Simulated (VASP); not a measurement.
Level of theory: vdW-DF2, VASP's PBE PAW potentials (set 64) (plane waves; VASP).

The input files of a VASP run:

### KPOINTS
```
k-points along high-symmetry lines
15
Line-mode
Reciprocal
  0.000000   0.000000   0.000000 ! GAMMA
  0.500000   0.000000   0.500000 ! X

  0.500000   0.000000   0.500000 ! X
  0.625000   0.250000   0.625000 ! U

  0.375000   0.375000   0.750000 ! K
  0.000000   0.000000   0.000000 ! GAMMA

  0.000000   0.000000   0.000000 ! GAMMA
  0.500000   0.500000   0.500000 ! L

  0.500000   0.500000   0.500000 ! L
  0.500000   0.250000   0.750000 ! W

  0.500000   0.250000   0.750000 ! W
  0.500000   0.000000   0.500000 ! X
```

POSCAR:
```
MgS
1.0
  0.0000000000   2.6446688315   2.6446688315
  2.6446688315   0.0000000000   2.6446688315
  2.6446688315   2.6446688315   0.0000000000
Mg S
1 1
Cart
  0.0000000000   0.0000000000   0.0000000000
  2.6446688315   2.6446688315   2.6446688315
```

INCAR:
```
# general
SYSTEM  =MgS
PREC    =Accurate
ENCUT   =520
LREAL   =.False.
LASPH   =.True.
ICHARG  =11

# electronic loop
EDIFF   =1E-7
NELM    =100
ALGO    =Normal

# smearing
ISMEAR  =0
SIGMA   =0.05

# functional
GGA     =ML
LUSE_VDW=.True.
AGGAC   =0.0
ZAB_VDW =-1.8867

# output
LWAVE   =.False.
LCHARG  =.False.
LORBIT  =11
```

POTCAR, in this order: Mg S (PBE.64 set). Program: vasp_std. Read from the step before: CHGCAR.

The resulting files:

**OSZICAR**
```
       N       E                     dE             d eps       ncg     rms          rms(c)
DAV:   1     0.266952503234E+02    0.26695E+02   -0.36710E+03  1448   0.808E+02
DAV:   2    -0.335898252247E+01   -0.30054E+02   -0.28516E+02  2016   0.101E+02
DAV:   3    -0.435202278767E+01   -0.99304E+00   -0.99304E+00  1864   0.256E+01
DAV:   4    -0.435620991456E+01   -0.41871E-02   -0.41871E-02  2336   0.179E+00
DAV:   5    -0.435621959697E+01   -0.96824E-05   -0.96824E-05  1944   0.599E-02
DAV:   6    -0.435621966717E+01   -0.70192E-07   -0.70192E-07  2304   0.367E-03
   1 F= -.43562197E+01 E0= -.43562197E+01  d E =-.118207E-13
```

File OUTCAR:
```
 val. band max:        3.2628680142   @ k =   0.0000   0.0000   0.0000

 cond. band min:       5.9650545102   @ k =   0.5000   0.0000   0.5000



 k-point     1 :       0.0000    0.0000    0.0000
  band No.  band energies     occupation
      1      -9.0707      2.00000
      2       3.2629      2.00000
      3       3.2629      2.00000
      4       3.2629      2.00000
      5       6.7856      0.00000
      6      11.5341      0.00000
      7      11.5341      0.00000
      8      11.5341      0.00000

 k-point     2 :       0.0357    0.0000    0.0357
  band No.  band energies     occupation
      1      -9.0557      2.00000
      2       3.1608      2.00000
      3       3.2374      2.00000
      4       3.2374      2.00000
      5       6.9048      0.00000
      6      11.4463      0.00000
      7      11.5851      0.00000
      8      11.5851      0.00000

 k-point     3 :       0.0714    0.0000    0.0714
  band No.  band energies     occupation
      1      -9.0111      2.00000
      2       2.8916      2.00000
      3       3.1638      2.00000
      4       3.1638      2.00000
      5       7.2214      0.00000
      6      11.2100      0.00000
      7      11.7346      0.00000
      8      11.7346      0.00000

 k-point     4 :       0.1071    0.0000    0.1071
  band No.  band energies     occupation
      1      -8.9382      2.00000
      2       2.5258      2.00000
      3       3.0498      2.00000
      4       3.0498      2.00000
      5       7.6491      0.00000
      6      10.8812      0.00000
      7      11.9719      0.00000
      8      11.9720      0.00000

 k-point     5 :       0.1429    0.0000    0.1429
  band No.  band energies     occupation
      1      -8.8391      2.00000
      2       2.1189      2.00000
      3       2.9060      2.00000
      4       2.9060      2.00000
      5       8.0911      0.00000
      6      10.5110      0.00000
      7      11.5016      0.00000
      8      12.2827      0.00000
...
```

The density is held fixed in this step, so its total energy and stress have no physical meaning.

The compound is MgS in the rock salt structure. It was relaxed first, which changed the volume by +5 %.
